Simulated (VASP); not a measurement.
Given:

```
CELL_PARAMETERS angstrom
     -2.39558     2.39558     1.30706
      2.39558    -2.39558     1.30706
      2.39558     2.39558    -1.30706
ATOMIC_POSITIONS crystal
  Tc 0.75000 0.25000 0.50000
  Tc 0.00000 0.00000 0.00000
```

Computed with PBE GGA, VASP's PBE PAW potentials (set 64) (plane waves; VASP 6.6.1). Numerical set-up: 300 eV cut-off, 11×11×11 Γ-centred mesh, Gaussian smearing of 0.10 eV, potentials Tc_pv.

At this cut-off the stress carries a Pulay error, which pulls relaxed volumes low. Energy and stress use the plane-wave basis of the starting cell.

### Question
The ions, cell shape and volume are relaxed. What does this cell relax into?

### Answer

```
CELL_PARAMETERS angstrom
     -2.46074     2.46074     1.28577
      2.46074    -2.46074     1.28577
      2.46074     2.46074    -1.28577
ATOMIC_POSITIONS crystal
  Tc 0.75000 0.25000 0.50000
  Tc 0.00000 0.00000 0.00000
```
Space group I4_1/amd (141), at a tolerance of 0.03 Å.

### Question
How do energy and volume change from the first to the last step?

### Answer
The energy (σ→0) changes by -36.0 meV/atom and the volume by +3.8 %, in 10 ionic steps.

```
step  E(σ→0) (eV)  max force (eV/Å)  pressure (GPa)  volume (Å³)
----  -----------  ----------------  --------------  -----------
1        -19.0260             0.000           11.59        30.00
2        -18.7479             0.000          -27.41        34.94
3        -19.0832             0.000           -2.24        31.43
4        -19.0834             0.000           -1.58        31.35
5        -19.0978             0.000            0.34        31.10
6        -19.0979             0.000            0.18        31.12
7        -19.0979             0.000            0.13        31.13
8        -19.0979             0.000           -0.29        31.18
9        -19.0979             0.000           -0.04        31.14
10       -19.0980             0.000           -0.01        31.14
```

The structure was generated: Tc was put into an ordered model structure, which need not be its known phase. This run relaxes it. Symmetry was kept, so distortions that lower it aren't found. The run is one of a series of settings (EDIFFG = -0.01, IBRION = 2, ISIF = 3, NSW = 50 against the base run), some of them coarse on purpose.
